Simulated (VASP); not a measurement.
These are PBE GGA, VASP's PBE PAW potentials (set 64) (plane waves; VASP) values and carry that method's errors.

A VASP calculation is set up with these files.

### INCAR
```
ALGO = Normal
AMIX = 1.0
BMIX = 0.0001
EDIFF = 1E-6
ENCUT = 400
GGA = PE
IMIX = 1
ISIF = 2
ISMEAR = 0
LASPH = T
LCHARG = F
LMAXMIX = 4
LREAL = F
LWAVE = F
NELM = 100
PREC = Accurate
SIGMA = 0.05
SYSTEM = CdS
```

POSCAR:
```
CdS
1.0
  2.1114000000  -3.6570520000   0.0000000000
  2.1114000000   3.6570520000   0.0000000000
  0.0000000000   0.0000000000   6.8544000000
Cd S
2 2
direct
  0.6666670000   0.3333330000   0.5000000000
  0.3333330000   0.6666670000   0.0000000000
  0.6666670000   0.3333330000   0.8770000000
  0.3333330000   0.6666670000   0.3770000000
```

### KPOINTS
```
K-points
0
gamma
6 6 3
0 0 0
```

POTCAR, in this order: Cd S (PBE.64 set). Program: vasp_std.

**Question.** What will the output report for the number of irreducible k-points (NKPTS), number of bands (NBANDS), largest plane-wave count, number of space-group operations, FFT grid (NGX, NGY, NGZ)?

**Answer.** 
The number of irreducible k-points (NKPTS) is 14, the number of bands (NBANDS) is 22 and the largest plane-wave count comes out as 1947. The number of space-group operations is 12 and the FFT grid (NGX, NGY, NGZ) is 28 × 28 × 48.

The compound is CdS in the wurtzite structure. The cell was not relaxed at this level. The k-mesh is coarse (spacing up to 0.31 per Å, 2π included), so the numbers may not be converged in it. The run is one of a series of settings (AMIX = 1.0, BMIX = 0.0001, IMIX = 1 against the base run), some of them coarse on purpose.
